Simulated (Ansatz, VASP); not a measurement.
# Cross-check of Ti (Titanium) between VASP and Ansatz

One calculation is typed for both programs; each brings its own data sets. How far apart do they land? The cell is taken from a series of runs on this material, whose earlier steps may have relaxed, scaled, displaced or heated it; both programs get it as it stands.

Main program and level: Ansatz 0.2.0; plane waves, with VASP 6.6.1 beside it; zone-centre phonons at PBEsol.

## Step 1: The starting structure

Symmetry: P6_3/mmc, No. 194, hexagonal system. Conventional cell: a = 2.890 Å, b = 2.890 Å, c = 4.574 Å, α = 90.00°, β = 90.00°, γ = 120.00°. Nearest to Ti lie 12 Ti at 2.83 to 2.89 Å.

Coordinates:

```xyz
2
Lattice="2.8904 0.0000 0.0000 -1.4452 2.5032 0.0000 0.0000 0.0000 4.5744" Properties=species:S:1:pos:R:3 pbc="T T T"
Ti    0.0000    1.6688    1.1436
Ti    1.4452    0.8344    3.4308
```

## Step 2: VASP: zone-centre phonons, PBEsol

Second derivatives magnify differences that forces hide, and they need a tight electronic threshold.

Lines of VASP's logs that name or quote its potential files are left out, and so is its time.

INCAR reads:

```
SYSTEM = Ti
PREC = Accurate
ENCUT = 500
EDIFF = 1E-08
NELM = 120
ISMEAR = 1
SIGMA = 0.2
LREAL = .FALSE.
ALGO = Normal
GGA = PS
NBANDS = 18
LASPH = .TRUE.
LORBIT = 11
LWAVE = .FALSE.
LCHARG = .FALSE.
ISIF = 2
IBRION = 8
GGA_COMPAT = .FALSE.
KPAR = 2
```

POSCAR reads:

```
Ti
1.0
    2.8904222269      0.0000000000      0.0000000000
   -1.4452111134      2.5031790761      0.0000000000
    0.0000000000      0.0000000000      4.5744034969
Ti
2
Direct
    0.3333333333      0.6666666667      0.2500000000
    0.6666666667      0.3333333333      0.7500000000
```

KPOINTS reads:

```
Automatic mesh
0
Gamma
18 18 12
0 0 0
```

The projector-augmented-wave data sets are Ti_sv (PBE family, release 64).

Run with:

```sh
> mpirun -np 2 vasp_std
```

Numbers of over 12 decimals in the logs are rounded to 6 here.

The log of the run:

```text
[banner, memory and clock lines left out]
running    2 mpi-ranks, on    1 nodes
 distrk:  each k-point on    1 cores,    2 groups
 distr:  one band on    1 cores,    1 groups

 POSCAR found type information on POSCAR Ti
 POSCAR found :  1 types and       2 ions
|                                                                             |
|               ----> ADVICE to this user running VASP <----                  |
|                                                                             |
|     You enforced a specific xc type in the INCAR file but a different       |
|     [... a line on the potential file left out ...]
|     I HOPE YOU KNOW WHAT YOU ARE DOING!                                     |
|                                                                             |

 LDA part: xc-table for (Slater+PW92), standard interpolation
 POSCAR, INCAR and KPOINTS ok, starting setup
 FFT: planning ... GRIDC
 FFT: planning ... GRID_SOFT
 FFT: planning ... GRID
 WAVECAR not read
 entering main loop
       N       E                     dE             d eps       ncg     rms          rms(c)
DAV:   1     0.254377572504E+03    0.25438E+03   -0.13033E+04  9332   0.164E+03
DAV:   2     0.108087059967E+02   -0.24357E+03   -0.24048E+03  9558   0.451E+02
DAV:   3    -0.177038463511E+02   -0.28513E+02   -0.28191E+02 17588   0.127E+02
DAV:   4    -0.188252939473E+02   -0.11214E+01   -0.11200E+01 10564   0.264E+01
DAV:   5    -0.188783020052E+02   -0.53008E-01   -0.53000E-01 14534   0.414E+00    0.130E+01
DAV:   6    -0.166808734773E+02    0.21974E+01   -0.78091E+00 10994   0.297E+01    0.328E+00
DAV:   7    -0.166555572803E+02    0.25316E-01   -0.88205E-01 14212   0.720E+00    0.211E+00
DAV:   8    -0.166855577977E+02   -0.30001E-01   -0.23934E-01 10832   0.594E+00    0.778E-01
DAV:   9    -0.166756982503E+02    0.98595E-02   -0.55753E-02 11108   0.253E+00    0.747E-02
DAV:  10    -0.166761161165E+02   -0.41787E-03   -0.31564E-03 13710   0.387E-01    0.978E-02
DAV:  11    -0.166761659006E+02   -0.49784E-04   -0.24530E-04 11058   0.126E-01    0.369E-02
DAV:  12    -0.166761579748E+02    0.79258E-05   -0.37013E-05 11454   0.552E-02    0.579E-03
DAV:  13    -0.166761579186E+02    0.56189E-07   -0.17333E-06 13042   0.115E-02    0.670E-04
DAV:  14    -0.166761580238E+02   -0.10516E-06   -0.17304E-07 14208   0.266E-03    0.412E-04
DAV:  15    -0.166761580832E+02   -0.59400E-07   -0.18937E-08  7996   0.905E-04    0.498E-05
DAV:  16    -0.166761580940E+02   -0.10843E-07   -0.28215E-09  5308   0.491E-04    0.895E-05
DAV:  17    -0.166761580873E+02    0.67375E-08   -0.56873E-10  5262   0.219E-04
   1 F= -.16676158E+02 E0= -.16677682E+02  d E =0.457136E-02
 Linear response reoptimize wavefunctions to high precision
DAV:   1    -0.166761580850E+02    0.22433E-08   -0.19845E-10  5354   0.119E-04
DAV:   2    -0.166761580850E+02   -0.90949E-12   -0.84918E-11  5218   0.733E-05
 Linear response DOF=           2
 Linear response progress:
  Degree of freedom:   1/  2
       N       E                     dE             d eps       ncg     rms          rms(c)
RMM:   1    -0.569159453294E+00   -0.56916E+00    0.28311E+01 41453   0.144E+02
RMM:   2    -0.544231141028E+00    0.24928E-01   -0.34427E-01 75626   0.475E+00    0.282E-01
RMM:   3    -0.541222953972E+00    0.30082E-02   -0.20438E-02 84518   0.125E+00    0.127E-01
RMM:   4    -0.541532417095E+00   -0.30946E-03   -0.81151E-03 98811   0.547E-01    0.177E-02
RMM:   5    -0.542144828355E+00   -0.61241E-03   -0.17055E-03104486   0.212E-01    0.108E-02
RMM:   6    -0.542664585588E+00   -0.51976E-03   -0.70530E-04102614   0.106E-01    0.113E-02
RMM:   7    -0.542983970426E+00   -0.31938E-03   -0.14446E-04 97758   0.510E-02    0.438E-03
RMM:   8    -0.543226578023E+00   -0.24261E-03   -0.55887E-05102128   0.289E-02    0.880E-04
RMM:   9    -0.543260473271E+00   -0.33895E-04   -0.24593E-05106773   0.152E-02    0.430E-04
RMM:  10    -0.543270878602E+00   -0.10405E-04    0.97900E-06105533   0.805E-03    0.181E-04
RMM:  11    -0.543279738751E+00   -0.88601E-05   -0.13327E-05107241   0.461E-03    0.150E-04
RMM:  12    -0.543278386560E+00    0.13522E-05    0.90524E-07104669   0.272E-03    0.400E-05
RMM:  13    -0.543275012201E+00    0.33744E-05   -0.69085E-06104491   0.179E-03    0.107E-04
RMM:  14    -0.543280258357E+00   -0.52462E-05   -0.12070E-06 97233   0.125E-03    0.297E-05
RMM:  15    -0.543280075332E+00    0.18302E-06   -0.49515E-06108069   0.887E-04    0.175E-05
RMM:  16    -0.543279823790E+00    0.25154E-06   -0.11216E-06100048   0.668E-04    0.392E-05
RMM:  17    -0.543279225782E+00    0.59801E-06   -0.27959E-06 96231   0.540E-04    0.217E-05
RMM:  18    -0.543279440910E+00   -0.21513E-06   -0.12545E-06105369   0.437E-04    0.168E-05
RMM:  19    -0.543279517320E+00   -0.76410E-07   -0.16708E-06104181   0.361E-04    0.142E-05
RMM:  20    -0.543279520928E+00   -0.36077E-08   -0.85281E-07108381   0.312E-04    0.169E-05
RMM:  21    -0.543279659231E+00   -0.13830E-06   -0.87362E-07 95384   0.276E-04    0.153E-05
 first order change of Fermi-energy   0.65139E-04
 force on displaced ion       1 direction 1 :  -1.424  -0.000   0.000
 Linear response progress:
  Degree of freedom:   2/  2
       N       E                     dE             d eps       ncg     rms          rms(c)
RMM:   1    -0.675696859551E+00   -0.67570E+00    0.31324E+01 14252   0.146E+02
RMM:   2    -0.639038896152E+00    0.36658E-01   -0.34822E-01 26399   0.480E+00    0.295E-01
RMM:   3    -0.637058572289E+00    0.19803E-02   -0.25641E-02 28800   0.131E+00    0.131E-01
RMM:   4    -0.638253676719E+00   -0.11951E-02   -0.10192E-02 33063   0.585E-01    0.490E-02
RMM:   5    -0.638710358309E+00   -0.45668E-03   -0.20948E-03 31387   0.244E-01    0.213E-02
RMM:   6    -0.639245653915E+00   -0.53530E-03   -0.74251E-04 34941   0.129E-01    0.114E-02
RMM:   7    -0.639564363067E+00   -0.31871E-03   -0.11449E-04 34952   0.575E-02    0.764E-03
RMM:   8    -0.640100968975E+00   -0.53661E-03   -0.31579E-05 31348   0.346E-02    0.257E-03
RMM:   9    -0.640117669906E+00   -0.16701E-04   -0.10786E-05 34782   0.176E-02    0.109E-03
RMM:  10    -0.640091692845E+00    0.25977E-04   -0.68013E-06 34990   0.982E-03    0.274E-04
RMM:  11    -0.640093972621E+00   -0.22798E-05   -0.69453E-06 36163   0.566E-03    0.242E-04
RMM:  12    -0.640100823676E+00   -0.68511E-05   -0.38709E-06 35212   0.353E-03    0.103E-04
RMM:  13    -0.640105521219E+00   -0.46975E-05   -0.34769E-06 36100   0.235E-03    0.986E-05
RMM:  14    -0.640103266622E+00    0.22546E-05   -0.28642E-06 35003   0.163E-03    0.233E-05
RMM:  15    -0.640103672046E+00   -0.40542E-06   -0.26826E-06 36372   0.119E-03    0.246E-05
RMM:  16    -0.640103662106E+00    0.99401E-08   -0.25177E-06 36198   0.916E-04    0.338E-05
RMM:  17    -0.640103411778E+00    0.25033E-06   -0.20893E-06 35319   0.750E-04    0.419E-05
RMM:  18    -0.640103436750E+00   -0.24973E-07   -0.19083E-06 35037   0.633E-04    0.448E-05
RMM:  19    -0.640103563395E+00   -0.12664E-06   -0.18477E-06 34824   0.551E-04    0.454E-05
RMM:  20    -0.640103531094E+00    0.32301E-07   -0.14111E-06 34634   0.489E-04    0.509E-05
RMM:  21    -0.640103731520E+00   -0.20043E-06   -0.11922E-06 30704   0.456E-04    0.443E-05
 first order change of Fermi-energy  -0.17789E-03
 force on displaced ion       1 direction 3 :   0.000  -0.000  -3.497
 Linear response finished
```

Parts of OUTCAR (step 2):

```text
ion  position               nearest neighbor table
   1  0.333  0.667  0.250-   2 2.83   2 2.83   2 2.83   2 2.83   2 2.83   2 2.83
   2  0.667  0.333  0.750-   1 2.83   1 2.83   1 2.83   1 2.83   1 2.83   1 2.83

  LATTYP: Found a hexagonal cell.
 ALAT       =     2.8904222269
 C/A-ratio  =     1.5826073625

 Subroutine GETGRP returns: Found 24 space group operations
 (whereof 12 operations were pure point group operations)

The static configuration has the point symmetry D_3d.
 The point group associated with its full space group is D_6h.

 Found    259 irreducible k-points:

   k-points           NKPTS =    259   k-points in BZ     NKDIM =    259   number of bands    NBANDS=     18

   dimension x,y,z NGX =    24 NGY =   24 NGZ =   36
   dimension x,y,z NGXF=    48 NGYF=   48 NGZF=   72

   ENCUT  =  500.0 eV  36.75 Ry    6.06 a.u.   5.27  5.27  8.34*2*pi/ulx,y,z

   NELECT =      24.0000    total number of electrons

 k-points in reciprocal lattice and weights: Automatic mesh
   0.00000000  0.00000000  0.00000000       0.000
   0.05555556  0.00000000  0.00000000       0.002
   0.11111111  0.00000000  0.00000000       0.002
   0.16666667 -0.00000000  0.00000000       0.002
   0.22222222  0.00000000  0.00000000       0.002
   0.27777778  0.00000000  0.00000000       0.002
   0.33333333  0.00000000  0.00000000       0.002
   0.38888889 -0.00000000  0.00000000       0.002
   0.44444444  0.00000000  0.00000000       0.002
[...]
0.33333333  0.27777778  0.50000000       0.003
   0.33333333  0.33333333  0.50000000       0.001

 average (electrostatic) potential at core
       1 -71.6769       2 -71.6769

  Total        0.1836299      0.1836299      0.1831446      0.0000000      0.0000000      0.0000000
  in kB        8.8892749      8.8892749      8.8657807      0.0000000      0.0000000      0.0000000
  external PRESSURE =       8.8814435 kB  Pullay stress =       0.0000000 kB

  energy-cutoff  :      500.00
  volume of cell :       33.10
      direct lattice vectors                 reciprocal lattice vectors
     2.890422227  0.000000000  0.000000000     0.345970215  0.199745997  0.000000000
    -1.445211113  2.503179076  0.000000000     0.000000000  0.399491994  0.000000000
     0.000000000  0.000000000  4.574403497     0.000000000  0.000000000  0.218607738

 POSITION                                       TOTAL-FORCE (eV/Angst)
 -----------------------------------------------------------------------------------
     -0.00000      1.66879      1.14360        -0.000000      0.000000      0.000000
      1.44521      0.83439      3.43080         0.000000      0.000000      0.000000
 -----------------------------------------------------------------------------------
    total drift:                                0.000000     -0.000000      0.000000

 Eigenvectors and eigenvalues of the dynamical matrix
 ----------------------------------------------------

   1 f  =    5.974607 THz    37.539562 2PiTHz  199.291434 cm-1    24.708978 meV
             X         Y         Z           dx          dy          dz
     -0.000000  1.668786  1.143601     0.000000    0.000000   -0.707107
      1.445211  0.834393  3.430803    -0.000000    0.000000    0.707107

   2 f  =    3.812469 THz    23.954450 2PiTHz  127.170284 cm-1    15.767099 meV
             X         Y         Z           dx          dy          dz
     -0.000000  1.668786  1.143601     0.663449    0.244613    0.000000
      1.445211  0.834393  3.430803    -0.663449   -0.244613    0.000000

   3 f  =    3.812469 THz    23.954450 2PiTHz  127.170284 cm-1    15.767099 meV
             X         Y         Z           dx          dy          dz
     -0.000000  1.668786  1.143601    -0.244613    0.663449   -0.000000
      1.445211  0.834393  3.430803     0.244613   -0.663449    0.000000

   4 f  =    0.000000 THz     0.000000 2PiTHz    0.000002 cm-1     0.000000 meV
             X         Y         Z           dx          dy          dz
     -0.000000  1.668786  1.143601     0.495725   -0.504239   -0.000000
      1.445211  0.834393  3.430803     0.495725   -0.504239    0.000000

   5 f  =    0.000000 THz     0.000000 2PiTHz    0.000001 cm-1     0.000000 meV
             X         Y         Z           dx          dy          dz
     -0.000000  1.668786  1.143601     0.504239    0.495725   -0.000000
      1.445211  0.834393  3.430803     0.504239    0.495725    0.000000

   6 f  =    0.000000 THz     0.000000 2PiTHz    0.000000 cm-1     0.000000 meV
             X         Y         Z           dx          dy          dz
     -0.000000  1.668786  1.143601    -0.000000    0.000000    0.707107
      1.445211  0.834393  3.430803     0.000000    0.000000    0.707107

 ELASTIC MODULI CONTR FROM IONIC RELAXATION (kBar)
 Direction    XX          YY          ZZ          XY          YZ          ZX
 --------------------------------------------------------------------------------
 XX        -177.9723    177.9723     -0.0000     -0.0000      0.0000      0.0000
 YY         177.9723   -177.9723      0.0000     -0.0000      0.0000     -0.0000
 ZZ          -0.0000      0.0000     -0.0000      0.0000      0.0000     -0.0000
 XY          -0.0000     -0.0000      0.0000   -177.9723      0.0000     -0.0000
 YZ           0.0000      0.0000      0.0000      0.0000      0.0000      0.0000
 ZX           0.0000     -0.0000     -0.0000     -0.0000      0.0000     -0.0000
 --------------------------------------------------------------------------------
```

[end of part 1 of 2]

[Lines on the potential files, build, host, timing and source positions are cut from VASP's logs without a mark.]

[Logs are printed without paths, hosts, clocks, repeated set-up lines and the standing remarks that a program may print on its own settings, such as how far it seeks lower states.]

[Hosts, paths, dates, database ids (printed as entryN), source tags and the programs' standing remarks are cut or masked in the printed files.]
